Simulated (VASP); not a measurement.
C:

```xyz
4
Lattice="2.4673 0.0000 0.0000 -1.2336 2.1367 0.0000 0.0000 0.0000 7.8031" Properties=species:S:1:pos:R:3 pbc="T T T"
C     0.0000    0.0000    1.9508
C     0.0000    0.0000    5.8523
C     0.0000    1.4245    1.9508
C     1.2336    0.7122    5.8523
```

| Item | Value |
| --- | --- |
| Program | VASP 6.6.1 |
| Task | relaxation of cell and atoms |
| Functional | PBE |
| Dispersion | D3(BJ) |
| Potentials or basis | VASP PAW PBE potentials, release 64 (C) |
| Cutoff | 520 eV |
| k mesh | 15 × 15 × 4 |
| Occupations | gaussian, width 0.02 eV |
| Spin | no spin polarisation |

At the start: pressure -0.8 GPa; volume 10.28 Å³/atom.

**Question.** Where does the relaxation end?

**Answer.** Over 22 steps the energy falls by 13.5 meV/atom and the volume is 8.80 Å³/atom (-14.5 %); space group P6_3/mmc (No. 194, to 0.05 Å).

The path:
```tsv
step	energy change (eV)	largest force (eV/Å)	pressure (GPa)	volume (Å³)
1	0.0000	0.0000	-0.77	41.14
2	-0.0030	0.0000	-0.37	40.84
3	-0.0109	0.0000	0.88	39.97
4	-0.0217	0.0000	3.64	38.23
5	-0.0132	0.0000	10.50	34.82
6	-0.0239	0.0000	5.09	37.41
7	-0.0243	0.0000	5.07	37.39
8	-0.0253	0.0000	5.03	37.32
9	-0.0272	0.0000	4.95	37.19
10	-0.0310	0.0000	4.79	36.92
11	-0.0379	0.0000	4.47	36.39
12	-0.0473	0.0000	3.90	35.31
13	-0.0373	0.0000	3.10	33.14
14	-0.0492	0.0000	3.63	34.77
15	-0.0493	0.0000	3.56	34.59
16	-0.0515	0.0000	2.58	34.80
17	-0.0538	0.0000	-0.22	35.43
18	-0.0538	0.0000	0.14	35.34
19	-0.0538	0.0000	0.21	35.33
20	-0.0538	0.0000	0.20	35.31
21	-0.0539	0.0000	0.13	35.27
22	-0.0539	0.0000	0.02	35.18
```

Final structure:
```xyz
4
Lattice="2.4659 0.0000 0.0000 -1.2330 2.1356 0.0000 0.0000 0.0000 6.6804" Properties=species:S:1:pos:R:3 pbc="T T T"
C     0.0000    0.0000    1.6701
C     0.0000    0.0000    5.0103
C     0.0000    1.4237    1.6701
C     1.2330    0.7119    5.0103
```
